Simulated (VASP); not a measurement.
# CoSi2Se4 (C2/m) in VASP: reference runs, part 2 of 2

VASP 6.6.1. The steps go on from the part before.

## Step 5: Equation of state, PBE, collinear spin, ferromagnetic start, 18.86 Å³/atom (volume scaled by 0.98)

INCAR

```
SYSTEM = CoSi2Se4
ALGO = Normal
EDIFF = 1E-7
ENCUT = 520
GGA = PE
ISIF = 2
ISMEAR = -1
ISPIN = 2
LASPH = .TRUE.
LCHARG = .FALSE.
LMAXMIX = 4
LORBIT = 11
LREAL = .FALSE.
LWAVE = .FALSE.
MAGMOM = 0 0 0 0 2 0 0
NBANDS = 34
NELM = 120
PREC = Accurate
SIGMA = 0.05
```

KPOINTS

```
k-points
0
G
  8 8 5
  0 0 0
```

POSCAR

```
CoSi2Se4
1.0
    6.6407914265     -1.7895490853      0.0000000000
    6.6407914265      1.7895490853      0.0000000000
   -2.8058966636      0.0000000000      5.5543375537
Se Co Si
4 1 2
Direct
    0.1167370000      0.1167370000      0.4366250000
    0.8832630000      0.8832630000      0.5633750000
    0.3811150000      0.3811150000      0.0254230000
    0.6188850000      0.6188850000      0.9745770000
    0.0000000000      0.0000000000      0.0000000000
    0.2637490000      0.2637490000      0.2846190000
    0.7362510000      0.7362510000      0.7153810000
```

Potentials or basis: VASP PAW PBE potentials, release 64 (Se, Co, Si).

Launch:

```bash
$ cat potpaw_PBE.64/Se/POTCAR potpaw_PBE.64/Co/POTCAR potpaw_PBE.64/Si/POTCAR > POTCAR
$ mpirun -np 1 vasp_std > vasp.out
```

OUTCAR:

```text
SYSTEM = CoSi2Se4
   EDIFF = 1E-7
   ENCUT = 520
   GGA = PE
   ISIF = 2
   ISMEAR = -1
   ISPIN = 2
   LASPH = .TRUE.
   LORBIT = 11
   LREAL = .FALSE.
   NELM = 120
   PREC = Accurate

 Found     93 irreducible k-points:

 Following reciprocal coordinates:
            Coordinates               Weight
  0.000000  0.000000  0.000000      1.000000
  0.125000  0.000000  0.000000      4.000000
  0.250000  0.000000  0.000000      4.000000
  0.375000  0.000000  0.000000      4.000000
  0.500000  0.000000  0.000000      2.000000
  0.125000  0.125000  0.000000      2.000000
   k-points           NKPTS =     93   k-points in BZ     NKDIM =     93   number of bands    NBANDS=     34
   number of dos      NEDOS =    301   number of ions     NIONS =      7
   total plane-waves  NPLWV = 139968
   dimension x,y,z NGX =    54 NGY =   54 NGZ =   48
   dimension x,y,z NGXF=   108 NGYF=  108 NGZF=   96
   ions per type =               4   1   2
   NGX,Y,Z   is equivalent  to a cutoff of  13.05, 13.05, 12.82 a.u.
   NGXF,Y,Z  is equivalent  to a cutoff of  26.11, 26.11, 25.65 a.u.
 SYSTEM =  CoSi2Se4
   PREC   = accura    normal or accurate (medium, high low for compatibility)
   ISTART =      0    job   : 0-new  1-cont  2-samecut
   ICHARG =      2    charge: 1-file 2-atom 10-const
   ISPIN  =      2    spin polarized calculation?
   LNONCOLLINEAR =      F non collinear calculations
   LSORBIT =      F    spin-orbit coupling
   LASPH  =      T    aspherical Exc in radial PAW
   ENCUT  =  520.0 eV  38.22 Ry    6.18 a.u.  12.79 12.79 11.57*2*pi/ulx,y,z
   NELM   =    120;   NELMIN=  2; NELMDL= -5     # of ELM steps
   EDIFF  = 0.1E-06   stopping-criterion for ELM
   LREAL  =      F    real-space projection
   EDIFFG = 0.1E-05   stopping-criterion for IOM
   NSW    =      0    number of steps for IOM
   IBRION =     -1    ionic relax: 0-MD 1-quasi-New 2-CG
   NFREE  =      0    steps in history (QN), initial steepest desc. (CG)
   ISIF   =      2    stress and relaxation
   ISYM   =      2    0-nonsym 1-usesym 2-fastsym
   POTIM  = 0.5000    time-step for ionic-motion
   TEBEG  =    0.0;   TEEND  =   0.0 temperature during run
   PSTRESS=    0.0 pullay stress
   NELECT =      41.0000    total number of electrons
   NUPDOWN=      -1.0000    fix difference up-down
   EMIN   =  10.00;   EMAX   =-10.00  energy-range for DOS
   EFERMI =   0.00;   METHOD = LEGACY
   ISMEAR =    -1;   SIGMA  =   0.05  broadening in eV -4-tet -1-fermi 0-gaus
   EFERMI_NEDOS =   21; number of points for ismear=-14 and -15
   IALGO  =     38    algorithm
   IMIX   =      4    mixing-type and parameters
     AMIX     =   0.40;   BMIX     =  1.00
     AMIX_MAG =   1.60;   BMIX_MAG =  1.00
  volume/ion in A,a.u.               =      18.86       127.27
  Fermi-wavevector in a.u.,A,eV,Ry     =   1.108649  2.095044 16.722967  1.229103
  Thomas-Fermi vector in A             =   2.245179
   LORBIT       =     11    0 simple, 1 ext, 2 COOP (PROOUT), +10 PAW based schemes
   GGA     = PE    functional components
   LHFCALC =     F    Hartree Fock is set to
   AEXX    =    0.0000 exact exchange contribution
   IVDW    =     0    specifies the selected vdW correction
   LEPSILON=     F    determine dielectric tensor
   LRPA    =     F    only Hartree local field effects (RPA)
 spin polarized calculation
  energy-cutoff  :      520.00
  volume of cell :      132.02
 maximum number of plane-waves:      3583
 NGX is ok and might be reduce to    54
   NGX = 25   NGY = 25   NGZ = 23

 number of electron      41.0000001 magnetization      -0.0007141

 number of electron      41.0000001 magnetization       0.0020031

 Free energy of the ion-electron system (eV)
  ---------------------------------------------------
  ext. energy  EPLUGINS =         0.00000000
  ---------------------------------------------------
  free energy    TOTEN  =       -32.55788003 eV

  energy without entropy =      -32.53104993  energy(sigma->0) =      -32.54446498

 E-fermi :   6.2589     XC(G=0): -10.3429

 val. band max:        6.2572486356   @ k =   0.1250   0.0000   0.4000
 cond. band min:       6.2649365445   @ k =   0.5000   0.2500   0.0000
 fundamental gap:      0.0076879089
 Fermi energy:         6.2589221454

 spin component 1

 k-point     1 :       0.0000    0.0000    0.0000
  band No.  band energies     occupation
      1      -9.4050      1.00000
      2      -7.5511      1.00000
      3      -7.2622      1.00000
      4      -7.0282      1.00000
      5      -2.3612      1.00000
      6      -2.2521      1.00000
[... 24 lines left out ...]
     31      12.5957      0.00000
     32      13.5206      0.00000

 k-point     2 :       0.1250    0.0000    0.0000
  band No.  band energies     occupation
      1      -9.2586      1.00000
      2      -7.5014      1.00000
      3      -7.1905      1.00000
      4      -6.9805      1.00000
      5      -2.2871      1.00000
      6      -2.0828      1.00000
[... 24 lines left out ...]
     31      12.5755      0.00000
     32      12.7112      0.00000
[... 103 lines left out ...]
     31      12.6036      0.00000
     32      12.6311      0.00000

 k-point     6 :       0.1250    0.1250    0.0000
  band No.  band energies     occupation
      1      -9.3619      1.00000
      2      -7.6652      1.00000
      3      -7.2373      1.00000
      4      -7.0440      1.00000
      5      -2.3434      1.00000
      6      -2.0638      1.00000
[... 24 lines left out ...]
     31      12.5785      0.00000
     32      13.3988      0.00000

 [... further k-points ...]

 spin component 2

 k-point     1 :       0.0000    0.0000    0.0000
  band No.  band energies     occupation
      1      -9.4050      1.00000
      2      -7.5511      1.00000
      3      -7.2622      1.00000
      4      -7.0282      1.00000
      5      -2.3612      1.00000
      6      -2.2520      1.00000
[... 24 lines left out ...]
     31      12.5959      0.00000
     32      13.5208      0.00000

 k-point     2 :       0.1250    0.0000    0.0000
  band No.  band energies     occupation
      1      -9.2586      1.00000
      2      -7.5014      1.00000
      3      -7.1905      1.00000
      4      -6.9805      1.00000
      5      -2.2871      1.00000
      6      -2.0827      1.00000
[... 24 lines left out ...]
     31      12.5756      0.00000
     32      12.7114      0.00000
[... 103 lines left out ...]
     31      12.6037      0.00000
     32      12.6313      0.00000

 k-point     6 :       0.1250    0.1250    0.0000
  band No.  band energies     occupation
      1      -9.3619      1.00000
      2      -7.6652      1.00000
      3      -7.2373      1.00000
      4      -7.0440      1.00000
      5      -2.3433      1.00000
      6      -2.0638      1.00000
[... 24 lines left out ...]
     31      12.5786      0.00000
     32      13.3990      0.00000

 [... further k-points ...]

 [bands above 32 left out]

------------------------ aborting loop because EDIFF is reached ----------------------------------------

  FORCE on cell =-STRESS in cart. coord.  units (eV):
  Direction    XX          YY          ZZ          XY          YZ          ZX
  --------------------------------------------------------------------------------------
  -------------------------------------------------------------------------------------
  Total        0.9222846      1.2209533      1.1158500      0.0000000      0.0000000     -0.0439574
  in kB       11.1930852     14.8178064     13.5422459      0.0000000      0.0000000     -0.5334786
  external PRESSURE =      13.1843791 kB  Pullay stress =       0.0000000 kB

 VOLUME and BASIS-vectors are now :
 -----------------------------------------------------------------------------
  energy-cutoff  :      520.00
  volume of cell :      132.02
      direct lattice vectors                 reciprocal lattice vectors
     6.640791426 -1.789549085  0.000000000     0.075292231 -0.279399992  0.038035538
     6.640791426  1.789549085  0.000000000     0.075292231  0.279399992  0.038035538
    -2.805896664  0.000000000  5.554337554     0.000000000  0.000000000  0.180039472

 POSITION                                       TOTAL-FORCE (eV/Angst)
 -----------------------------------------------------------------------------------
      0.32533      0.00000      2.42516        -0.073781      0.000000      0.046711
     10.15036      0.00000      3.12917         0.073781      0.000000     -0.046711
      4.99048      0.00000      0.14121        -0.114641      0.000000      0.077024
      5.48521      0.00000      5.41313         0.114641      0.000000     -0.077024
      0.00000      0.00000      0.00000        -0.000000     -0.000000      0.000000
      2.70439      0.00000      1.58087         0.048433      0.000000     -0.019109
      7.77129      0.00000      3.97347        -0.048433      0.000000      0.019109
 -----------------------------------------------------------------------------------
    total drift:                               -0.000000      0.000000      0.000000

  FREE ENERGIE OF THE ION-ELECTRON SYSTEM (eV)
  ---------------------------------------------------
  free  energy   TOTEN  =       -32.5578800286 eV

  energy  without entropy=      -32.5310499256  energy(sigma->0) =      -32.54446498

 total charge

# of ion       s       p       d       tot
------------------------------------------
    1        1.472   2.315   0.063   3.851
    2        1.472   2.315   0.063   3.851
    3        1.477   2.269   0.063   3.808
    4        1.477   2.269   0.063   3.808
    5        0.371   0.418   7.437   8.226
    6        0.865   0.631   0.000   1.496
    7        0.865   0.631   0.000   1.496
--------------------------------------------------
tot          8.000  10.847   7.688  26.536

 magnetization (x)

# of ion       s       p       d       tot
------------------------------------------
    1        0.000  -0.000   0.000  -0.000
    2        0.000  -0.000   0.000  -0.000
    3        0.000  -0.000   0.000  -0.000
    4        0.000  -0.000   0.000  -0.000
    5        0.000   0.000   0.002   0.002
    6       -0.000   0.000   0.000  -0.000
    7       -0.000   0.000   0.000  -0.000
--------------------------------------------------
tot         -0.000  -0.000   0.002   0.002
```

It took 34 min on 1 thread of Intel Xeon 6975P-C (Granite Rapids), shared host; peak memory 0.92 GiB.

Results:

* Free energy: -32.5579 eV
* Pressure: 1.3 GPa
* Largest force: 0.138 eV/Å
* Band gap on the k mesh: none (metal or under the smearing width)
* Net moment: 0.00 μB per cell
* Valence electrons inside the program's atomic spheres: Se 3.85, 3.81; Co 8.23; Si 1.50

Caveat: the starting moments collapsed, and a magnetic state may lie lower.
